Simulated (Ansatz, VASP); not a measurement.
# Ge (Germanium) in two plane-wave programs, part 4 of 4

One calculation is typed for both programs; each brings its own data sets. How far apart do they land? The structure shown is the end of the Ansatz relaxation below.

VASP 6.6.1 and Ansatz 0.2.0.

So far. Step 3 (VASP: single point, r2SCAN, pair 1): The run ends at a pressure of 0.51 GPa.

### 6. VASP: single point, r2SCAN, pair 2

Level of this step: r2SCAN; plane waves and PAW (Ge_d) (VASP).

The same cell, functional, mesh and smearing now go to VASP, with its own data sets.

Contents of INCAR:

```
SYSTEM = Ge
PREC = Accurate
ENCUT = 550
EDIFF = 1E-06
NELM = 120
ISMEAR = 0
SIGMA = 0.02
LREAL = .FALSE.
ALGO = Normal
METAGGA = R2SCAN
LASPH = .TRUE.
NBANDS = 20
LORBIT = 11
LWAVE = .FALSE.
LCHARG = .FALSE.
ISIF = 2
ISYM = 2
GGA_COMPAT = .FALSE.
EFERMI = MIDGAP
LMIXTAU = .TRUE.
KPAR = 2
```

Contents of POSCAR:

```
Ge
1.0
    0.0000000000      2.8298643994      2.8652899519
    2.8298643994      0.0000000000      2.8652899519
    2.8298643994      2.8298643994      0.0000000000
Ge
2
Direct
    0.4999814861      0.4999814861      0.4999873706
    0.7500185139      0.7500185139      0.7500126294
```

Contents of KPOINTS:

```
Points of the shifted mesh
1728
Reciprocal
 0.0416666667  0.0416666667  0.0416666667 1
 0.0416666667  0.0416666667  0.1250000000 1
 0.0416666667  0.0416666667  0.2083333333 1
 0.0416666667  0.0416666667  0.2916666667 1
 0.0416666667  0.0416666667  0.3750000000 1
 0.0416666667  0.0416666667  0.4583333333 1
 0.0416666667  0.0416666667  0.5416666667 1
 0.0416666667  0.0416666667  0.6250000000 1
 0.0416666667  0.0416666667  0.7083333333 1
 0.0416666667  0.0416666667  0.7916666667 1
 0.0416666667  0.0416666667  0.8750000000 1
 0.0416666667  0.0416666667  0.9583333333 1
 0.0416666667  0.1250000000  0.0416666667 1
 0.0416666667  0.1250000000  0.1250000000 1
 0.0416666667  0.1250000000  0.2083333333 1
 0.0416666667  0.1250000000  0.2916666667 1
 0.0416666667  0.1250000000  0.3750000000 1
 0.0416666667  0.1250000000  0.4583333333 1
 0.0416666667  0.1250000000  0.5416666667 1
 0.0416666667  0.1250000000  0.6250000000 1
 0.0416666667  0.1250000000  0.7083333333 1
 0.0416666667  0.1250000000  0.7916666667 1
 0.0416666667  0.1250000000  0.8750000000 1
 0.0416666667  0.1250000000  0.9583333333 1
 0.0416666667  0.2083333333  0.0416666667 1
 0.0416666667  0.2083333333  0.1250000000 1
 0.0416666667  0.2083333333  0.2083333333 1
 0.0416666667  0.2083333333  0.2916666667 1
 0.0416666667  0.2083333333  0.3750000000 1
 0.0416666667  0.2083333333  0.4583333333 1
 0.0416666667  0.2083333333  0.5416666667 1
 0.0416666667  0.2083333333  0.6250000000 1
 0.0416666667  0.2083333333  0.7083333333 1
 0.0416666667  0.2083333333  0.7916666667 1
 0.0416666667  0.2083333333  0.8750000000 1
 0.0416666667  0.2083333333  0.9583333333 1
 0.0416666667  0.2916666667  0.0416666667 1
 0.0416666667  0.2916666667  0.1250000000 1
 0.0416666667  0.2916666667  0.2083333333 1
 0.0416666667  0.2916666667  0.2916666667 1
 0.0416666667  0.2916666667  0.3750000000 1
 0.0416666667  0.2916666667  0.4583333333 1
 0.0416666667  0.2916666667  0.5416666667 1
 0.0416666667  0.2916666667  0.6250000000 1
 0.0416666667  0.2916666667  0.7083333333 1
 0.0416666667  0.2916666667  0.7916666667 1
 0.0416666667  0.2916666667  0.8750000000 1
 0.0416666667  0.2916666667  0.9583333333 1
 0.0416666667  0.3750000000  0.0416666667 1
 0.0416666667  0.3750000000  0.1250000000 1
 0.0416666667  0.3750000000  0.2083333333 1
 0.0416666667  0.3750000000  0.2916666667 1
 0.0416666667  0.3750000000  0.3750000000 1
 0.0416666667  0.3750000000  0.4583333333 1
 0.0416666667  0.3750000000  0.5416666667 1
 0.0416666667  0.3750000000  0.6250000000 1
 0.0416666667  0.3750000000  0.7083333333 1
 0.0416666667  0.3750000000  0.7916666667 1
 0.0416666667  0.3750000000  0.8750000000 1
 0.0416666667  0.3750000000  0.9583333333 1
 0.0416666667  0.4583333333  0.0416666667 1
 0.0416666667  0.4583333333  0.1250000000 1
 0.0416666667  0.4583333333  0.2083333333 1
 0.0416666667  0.4583333333  0.2916666667 1
 0.0416666667  0.4583333333  0.3750000000 1
 0.0416666667  0.4583333333  0.4583333333 1
 0.0416666667  0.4583333333  0.5416666667 1
 0.0416666667  0.4583333333  0.6250000000 1
 0.0416666667  0.4583333333  0.7083333333 1
 0.0416666667  0.4583333333  0.7916666667 1
 0.0416666667  0.4583333333  0.8750000000 1
 0.0416666667  0.4583333333  0.9583333333 1
 0.0416666667  0.5416666667  0.0416666667 1
 0.0416666667  0.5416666667  0.1250000000 1
 0.0416666667  0.5416666667  0.2083333333 1
 0.0416666667  0.5416666667  0.2916666667 1
 0.0416666667  0.5416666667  0.3750000000 1
 0.0416666667  0.5416666667  0.4583333333 1
 0.0416666667  0.5416666667  0.5416666667 1
 0.0416666667  0.5416666667  0.6250000000 1
 0.0416666667  0.5416666667  0.7083333333 1
 0.0416666667  0.5416666667  0.7916666667 1
 0.0416666667  0.5416666667  0.8750000000 1
 0.0416666667  0.5416666667  0.9583333333 1
 0.0416666667  0.6250000000  0.0416666667 1
 0.0416666667  0.6250000000  0.1250000000 1
 0.0416666667  0.6250000000  0.2083333333 1
 0.0416666667  0.6250000000  0.2916666667 1
 0.0416666667  0.6250000000  0.3750000000 1
 0.0416666667  0.6250000000  0.4583333333 1
 0.0416666667  0.6250000000  0.5416666667 1
 0.0416666667  0.6250000000  0.6250000000 1
 0.0416666667  0.6250000000  0.7083333333 1
 0.0416666667  0.6250000000  0.7916666667 1
 0.0416666667  0.6250000000  0.8750000000 1
 0.0416666667  0.6250000000  0.9583333333 1
 0.0416666667  0.7083333333  0.0416666667 1
 0.0416666667  0.7083333333  0.1250000000 1
 0.0416666667  0.7083333333  0.2083333333 1
 0.0416666667  0.7083333333  0.2916666667 1
 0.0416666667  0.7083333333  0.3750000000 1
 0.0416666667  0.7083333333  0.4583333333 1
 0.0416666667  0.7083333333  0.5416666667 1
 0.0416666667  0.7083333333  0.6250000000 1
 0.0416666667  0.7083333333  0.7083333333 1
 0.0416666667  0.7083333333  0.7916666667 1
 0.0416666667  0.7083333333  0.8750000000 1
 0.0416666667  0.7083333333  0.9583333333 1
 0.0416666667  0.7916666667  0.0416666667 1
 0.0416666667  0.7916666667  0.1250000000 1
 0.0416666667  0.7916666667  0.2083333333 1
 0.0416666667  0.7916666667  0.2916666667 1
[... 1390 lines left out ...]
 0.8750000000  0.4583333333  0.1250000000 1
 0.8750000000  0.4583333333  0.2083333333 1
 0.8750000000  0.4583333333  0.2916666667 1
 0.8750000000  0.4583333333  0.3750000000 1
 0.8750000000  0.4583333333  0.4583333333 1
 0.8750000000  0.4583333333  0.5416666667 1
 0.8750000000  0.4583333333  0.6250000000 1
 0.8750000000  0.4583333333  0.7083333333 1
 0.8750000000  0.4583333333  0.7916666667 1
 0.8750000000  0.4583333333  0.8750000000 1
 0.8750000000  0.4583333333  0.9583333333 1
 0.8750000000  0.5416666667  0.0416666667 1
 0.8750000000  0.5416666667  0.1250000000 1
 0.8750000000  0.5416666667  0.2083333333 1
 0.8750000000  0.5416666667  0.2916666667 1
 0.8750000000  0.5416666667  0.3750000000 1
 0.8750000000  0.5416666667  0.4583333333 1
 0.8750000000  0.5416666667  0.5416666667 1
 0.8750000000  0.5416666667  0.6250000000 1
 0.8750000000  0.5416666667  0.7083333333 1
 0.8750000000  0.5416666667  0.7916666667 1
 0.8750000000  0.5416666667  0.8750000000 1
 0.8750000000  0.5416666667  0.9583333333 1
 0.8750000000  0.6250000000  0.0416666667 1
 0.8750000000  0.6250000000  0.1250000000 1
 0.8750000000  0.6250000000  0.2083333333 1
 0.8750000000  0.6250000000  0.2916666667 1
 0.8750000000  0.6250000000  0.3750000000 1
 0.8750000000  0.6250000000  0.4583333333 1
 0.8750000000  0.6250000000  0.5416666667 1
 0.8750000000  0.6250000000  0.6250000000 1
 0.8750000000  0.6250000000  0.7083333333 1
 0.8750000000  0.6250000000  0.7916666667 1
 0.8750000000  0.6250000000  0.8750000000 1
 0.8750000000  0.6250000000  0.9583333333 1
 0.8750000000  0.7083333333  0.0416666667 1
 0.8750000000  0.7083333333  0.1250000000 1
 0.8750000000  0.7083333333  0.2083333333 1
 0.8750000000  0.7083333333  0.2916666667 1
 0.8750000000  0.7083333333  0.3750000000 1
 0.8750000000  0.7083333333  0.4583333333 1
 0.8750000000  0.7083333333  0.5416666667 1
 0.8750000000  0.7083333333  0.6250000000 1
 0.8750000000  0.7083333333  0.7083333333 1
 0.8750000000  0.7083333333  0.7916666667 1
 0.8750000000  0.7083333333  0.8750000000 1
 0.8750000000  0.7083333333  0.9583333333 1
 0.8750000000  0.7916666667  0.0416666667 1
 0.8750000000  0.7916666667  0.1250000000 1
 0.8750000000  0.7916666667  0.2083333333 1
 0.8750000000  0.7916666667  0.2916666667 1
 0.8750000000  0.7916666667  0.3750000000 1
 0.8750000000  0.7916666667  0.4583333333 1
 0.8750000000  0.7916666667  0.5416666667 1
 0.8750000000  0.7916666667  0.6250000000 1
 0.8750000000  0.7916666667  0.7083333333 1
 0.8750000000  0.7916666667  0.7916666667 1
 0.8750000000  0.7916666667  0.8750000000 1
 0.8750000000  0.7916666667  0.9583333333 1
 0.8750000000  0.8750000000  0.0416666667 1
 0.8750000000  0.8750000000  0.1250000000 1
 0.8750000000  0.8750000000  0.2083333333 1
 0.8750000000  0.8750000000  0.2916666667 1
 0.8750000000  0.8750000000  0.3750000000 1
 0.8750000000  0.8750000000  0.4583333333 1
 0.8750000000  0.8750000000  0.5416666667 1
 0.8750000000  0.8750000000  0.6250000000 1
 0.8750000000  0.8750000000  0.7083333333 1
 0.8750000000  0.8750000000  0.7916666667 1
 0.8750000000  0.8750000000  0.8750000000 1
 0.8750000000  0.8750000000  0.9583333333 1
 0.8750000000  0.9583333333  0.0416666667 1
 0.8750000000  0.9583333333  0.1250000000 1
 0.8750000000  0.9583333333  0.2083333333 1
 0.8750000000  0.9583333333  0.2916666667 1
 0.8750000000  0.9583333333  0.3750000000 1
 0.8750000000  0.9583333333  0.4583333333 1
 0.8750000000  0.9583333333  0.5416666667 1
 0.8750000000  0.9583333333  0.6250000000 1
 0.8750000000  0.9583333333  0.7083333333 1
 0.8750000000  0.9583333333  0.7916666667 1
 0.8750000000  0.9583333333  0.8750000000 1
 0.8750000000  0.9583333333  0.9583333333 1
 0.9583333333  0.0416666667  0.0416666667 1
 0.9583333333  0.0416666667  0.1250000000 1
 0.9583333333  0.0416666667  0.2083333333 1
 0.9583333333  0.0416666667  0.2916666667 1
 0.9583333333  0.0416666667  0.3750000000 1
 0.9583333333  0.0416666667  0.4583333333 1
 0.9583333333  0.0416666667  0.5416666667 1
 0.9583333333  0.0416666667  0.6250000000 1
 0.9583333333  0.0416666667  0.7083333333 1
 0.9583333333  0.0416666667  0.7916666667 1
 0.9583333333  0.0416666667  0.8750000000 1
 0.9583333333  0.0416666667  0.9583333333 1
 0.9583333333  0.1250000000  0.0416666667 1
 0.9583333333  0.1250000000  0.1250000000 1
 0.9583333333  0.1250000000  0.2083333333 1
 0.9583333333  0.1250000000  0.2916666667 1
 0.9583333333  0.1250000000  0.3750000000 1
 0.9583333333  0.1250000000  0.4583333333 1
 0.9583333333  0.1250000000  0.5416666667 1
 0.9583333333  0.1250000000  0.6250000000 1
 0.9583333333  0.1250000000  0.7083333333 1
 0.9583333333  0.1250000000  0.7916666667 1
 0.9583333333  0.1250000000  0.8750000000 1
 0.9583333333  0.1250000000  0.9583333333 1
 0.9583333333  0.2083333333  0.0416666667 1
 0.9583333333  0.2083333333  0.1250000000 1
 0.9583333333  0.2083333333  0.2083333333 1
 0.9583333333  0.2083333333  0.2916666667 1
 0.9583333333  0.2083333333  0.3750000000 1
 0.9583333333  0.2083333333  0.4583333333 1
 0.9583333333  0.2083333333  0.5416666667 1
 0.9583333333  0.2083333333  0.6250000000 1
 0.9583333333  0.2083333333  0.7083333333 1
 0.9583333333  0.2083333333  0.7916666667 1
 0.9583333333  0.2083333333  0.8750000000 1
 0.9583333333  0.2083333333  0.9583333333 1
 0.9583333333  0.2916666667  0.0416666667 1
 0.9583333333  0.2916666667  0.1250000000 1
 0.9583333333  0.2916666667  0.2083333333 1
 0.9583333333  0.2916666667  0.2916666667 1
 0.9583333333  0.2916666667  0.3750000000 1
 0.9583333333  0.2916666667  0.4583333333 1
 0.9583333333  0.2916666667  0.5416666667 1
 0.9583333333  0.2916666667  0.6250000000 1
 0.9583333333  0.2916666667  0.7083333333 1
 0.9583333333  0.2916666667  0.7916666667 1
 0.9583333333  0.2916666667  0.8750000000 1
 0.9583333333  0.2916666667  0.9583333333 1
 0.9583333333  0.3750000000  0.0416666667 1
 0.9583333333  0.3750000000  0.1250000000 1
 0.9583333333  0.3750000000  0.2083333333 1
 0.9583333333  0.3750000000  0.2916666667 1
 0.9583333333  0.3750000000  0.3750000000 1
 0.9583333333  0.3750000000  0.4583333333 1
 0.9583333333  0.3750000000  0.5416666667 1
 0.9583333333  0.3750000000  0.6250000000 1
 0.9583333333  0.3750000000  0.7083333333 1
 0.9583333333  0.3750000000  0.7916666667 1
 0.9583333333  0.3750000000  0.8750000000 1
 0.9583333333  0.3750000000  0.9583333333 1
 0.9583333333  0.4583333333  0.0416666667 1
 0.9583333333  0.4583333333  0.1250000000 1
 0.9583333333  0.4583333333  0.2083333333 1
 0.9583333333  0.4583333333  0.2916666667 1
 0.9583333333  0.4583333333  0.3750000000 1
 0.9583333333  0.4583333333  0.4583333333 1
 0.9583333333  0.4583333333  0.5416666667 1
 0.9583333333  0.4583333333  0.6250000000 1
 0.9583333333  0.4583333333  0.7083333333 1
 0.9583333333  0.4583333333  0.7916666667 1
 0.9583333333  0.4583333333  0.8750000000 1
 0.9583333333  0.4583333333  0.9583333333 1
 0.9583333333  0.5416666667  0.0416666667 1
 0.9583333333  0.5416666667  0.1250000000 1
 0.9583333333  0.5416666667  0.2083333333 1
 0.9583333333  0.5416666667  0.2916666667 1
 0.9583333333  0.5416666667  0.3750000000 1
 0.9583333333  0.5416666667  0.4583333333 1
 0.9583333333  0.5416666667  0.5416666667 1
 0.9583333333  0.5416666667  0.6250000000 1
 0.9583333333  0.5416666667  0.7083333333 1
 0.9583333333  0.5416666667  0.7916666667 1
 0.9583333333  0.5416666667  0.8750000000 1
 0.9583333333  0.5416666667  0.9583333333 1
 0.9583333333  0.6250000000  0.0416666667 1
 0.9583333333  0.6250000000  0.1250000000 1
 0.9583333333  0.6250000000  0.2083333333 1
 0.9583333333  0.6250000000  0.2916666667 1
 0.9583333333  0.6250000000  0.3750000000 1
 0.9583333333  0.6250000000  0.4583333333 1
 0.9583333333  0.6250000000  0.5416666667 1
 0.9583333333  0.6250000000  0.6250000000 1
 0.9583333333  0.6250000000  0.7083333333 1
 0.9583333333  0.6250000000  0.7916666667 1
 0.9583333333  0.6250000000  0.8750000000 1
 0.9583333333  0.6250000000  0.9583333333 1
 0.9583333333  0.7083333333  0.0416666667 1
 0.9583333333  0.7083333333  0.1250000000 1
 0.9583333333  0.7083333333  0.2083333333 1
 0.9583333333  0.7083333333  0.2916666667 1
 0.9583333333  0.7083333333  0.3750000000 1
 0.9583333333  0.7083333333  0.4583333333 1
 0.9583333333  0.7083333333  0.5416666667 1
 0.9583333333  0.7083333333  0.6250000000 1
 0.9583333333  0.7083333333  0.7083333333 1
 0.9583333333  0.7083333333  0.7916666667 1
 0.9583333333  0.7083333333  0.8750000000 1
 0.9583333333  0.7083333333  0.9583333333 1
 0.9583333333  0.7916666667  0.0416666667 1
 0.9583333333  0.7916666667  0.1250000000 1
 0.9583333333  0.7916666667  0.2083333333 1
 0.9583333333  0.7916666667  0.2916666667 1
 0.9583333333  0.7916666667  0.3750000000 1
 0.9583333333  0.7916666667  0.4583333333 1
 0.9583333333  0.7916666667  0.5416666667 1
 0.9583333333  0.7916666667  0.6250000000 1
 0.9583333333  0.7916666667  0.7083333333 1
 0.9583333333  0.7916666667  0.7916666667 1
 0.9583333333  0.7916666667  0.8750000000 1
 0.9583333333  0.7916666667  0.9583333333 1
 0.9583333333  0.8750000000  0.0416666667 1
 0.9583333333  0.8750000000  0.1250000000 1
 0.9583333333  0.8750000000  0.2083333333 1
 0.9583333333  0.8750000000  0.2916666667 1
 0.9583333333  0.8750000000  0.3750000000 1
 0.9583333333  0.8750000000  0.4583333333 1
 0.9583333333  0.8750000000  0.5416666667 1
 0.9583333333  0.8750000000  0.6250000000 1
 0.9583333333  0.8750000000  0.7083333333 1
 0.9583333333  0.8750000000  0.7916666667 1
 0.9583333333  0.8750000000  0.8750000000 1
 0.9583333333  0.8750000000  0.9583333333 1
 0.9583333333  0.9583333333  0.0416666667 1
 0.9583333333  0.9583333333  0.1250000000 1
 0.9583333333  0.9583333333  0.2083333333 1
 0.9583333333  0.9583333333  0.2916666667 1
 0.9583333333  0.9583333333  0.3750000000 1
 0.9583333333  0.9583333333  0.4583333333 1
 0.9583333333  0.9583333333  0.5416666667 1
 0.9583333333  0.9583333333  0.6250000000 1
 0.9583333333  0.9583333333  0.7083333333 1
 0.9583333333  0.9583333333  0.7916666667 1
 0.9583333333  0.9583333333  0.8750000000 1
 0.9583333333  0.9583333333  0.9583333333 1
```

Potentials, in the order of the species: Ge_d (PBE family, release 64).

Command:

```sh
$ mpirun -np 2 vasp_std
```

Numbers of over 12 decimals in the logs are rounded to 6 here.

The log of the run:

```text
[banner, memory and clock lines left out]
running    2 mpi-ranks, on    1 nodes
[...]
[... a notice as in an earlier step ...]

 LDA part: xc-table for (None), standard interpolation
 POSCAR, INCAR and KPOINTS ok, starting setup
[...]
entering main loop
       N       E                     dE             d eps       ncg     rms          rms(c)
DAV:   1     0.173151203217E+03    0.17315E+03   -0.15795E+04 74068   0.404E+03
DAV:   2    -0.285060368480E+01   -0.17600E+03   -0.17117E+03 69236   0.630E+02
DAV:   3    -0.295313166306E+02   -0.26681E+02   -0.26485E+02 77752   0.153E+02
DAV:   4    -0.304246772429E+02   -0.89336E+00   -0.89266E+00 78228   0.328E+01
[...]
DAV:  15    -0.277447974426E+02   -0.52700E-04   -0.21970E-05 69160   0.406E-02    0.126E-03
DAV:  16    -0.277448036492E+02   -0.62067E-05   -0.33655E-06 57092   0.208E-02    0.842E-04
DAV:  17    -0.277448035868E+02    0.62409E-07   -0.18754E-07 48292   0.515E-03
   1 F= -.27744804E+02 E0= -.27744804E+02  d E =-.829547E-53
```

From OUTCAR (step 6):

```text
  Total        0.0515290      0.0515290     -0.2479116     -0.0011824     -0.0009739     -0.0009738
  in kB        1.7990064      1.7990064     -8.6552110     -0.0412821     -0.0340010     -0.0339978
  external PRESSURE =      -1.6857327 kB  Pullay stress =       0.0000000 kB

 POSITION                                       TOTAL-FORCE (eV/Angst)
 -----------------------------------------------------------------------------------
      2.82978      2.82978      2.86518        -0.000098     -0.000098     -0.000106
      4.24488      4.24488      4.29804         0.000098      0.000098      0.000106
 -----------------------------------------------------------------------------------
    total drift:                                0.000000      0.000000      0.000000

  FREE ENERGIE OF THE ION-ELECTRON SYSTEM (eV)
  ---------------------------------------------------
  free  energy   TOTEN  =       -27.7448035868 eV

  energy  without entropy=      -27.7448035868  energy(sigma->0) =      -27.74480359

[... 1 part as in an earlier step ...]

[... 2 further parts left out ...]
[key lines of the parts left out:]
E-fermi :   4.8676
```

The run ends at a pressure of -0.17 GPa, with forces up to 1.7e-4 eV/Å.

### 7. Differences

The two programs side by side:

```csv
quantity,Ansatz,VASP,difference
pressure (GPa),-0.35,-0.17,-0.18
gap on the k mesh (eV),0.444,0.423,+0.021
```

A gap on the mesh is an upper bound, since the band edges may lie between its points.

### 8. Outcome

| Property | Result |
| --- | --- |
| difference in gap on the k mesh (single point, r2SCAN, pair 1) | 0.021 eV |
| difference in gap on the k mesh (single point, r2SCAN, pair 2) | 0.021 eV |

What this shows: The difference in gap on the k mesh is 0.021 eV (single point, r2SCAN, pair 1), within the 0.08 eV picked in this series as the mark of a large difference. Such differences can come from data sets, numerical settings and the points named under the comparisons, not from the functional's error against experiment.

[Lines on the potential files, build, host, timing and source positions are cut from VASP's logs without a mark.]

[Logs are printed without paths, hosts, clocks, repeated set-up lines and the standing remarks that a program may print on its own settings, such as how far it seeks lower states.]

[Hosts, paths, dates, database ids (printed as entryN), source tags and the programs' standing remarks are cut or masked in the printed files.]
